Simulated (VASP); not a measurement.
Consider the following.

```
CELL_PARAMETERS angstrom
      0.00000     1.78562     1.78562
      1.78562     0.00000     1.78562
      1.78562     1.78562     0.00000
ATOMIC_POSITIONS crystal
  C  0.00000 0.00000 0.00000
  C  0.25000 0.25000 0.25000
```

Calculation: PBE GGA, VASP's PBE PAW potentials (set 64) (plane waves; VASP). Run with 620 eV cut-off, 13×13×13 Γ-centred mesh, Gaussian smearing of 0.050 eV, potentials C.

Task: The ions, cell shape and volume at an external pressure of 5.0 GPa are relaxed. Predict the relaxed structure.

Result: 
```
CELL_PARAMETERS angstrom
      0.00000     1.77892     1.77892
      1.77892     0.00000     1.77892
      1.77892     1.77892     0.00000
ATOMIC_POSITIONS crystal
  C  0.00000 0.00000 0.00000
  C  0.25000 0.25000 0.25000
```
Space group Fd-3m (227), at a tolerance of 0.03 Å.

Task: How do energy and volume change from the first to the last step?

Result: The energy (σ→0) changes by +1.0 meV/atom and the volume by -1.1 %, in 3 ionic steps.

| step | E(σ→0) (eV) | max force (eV/Å) | pressure (GPa) | volume (Å³) |
|---|---|---|---|---|
| 1 | -18.1920 | 0.000 | 0.00 | 11.39 |
| 2 | -18.1816 | 0.000 | 11.75 | 11.10 |
| 3 | -18.1900 | 0.000 | 4.99 | 11.26 |

The compound is C in the diamond structure. This run relaxes it under an external pressure of 5 GPa. Symmetry was kept, so distortions that lower it aren't found.
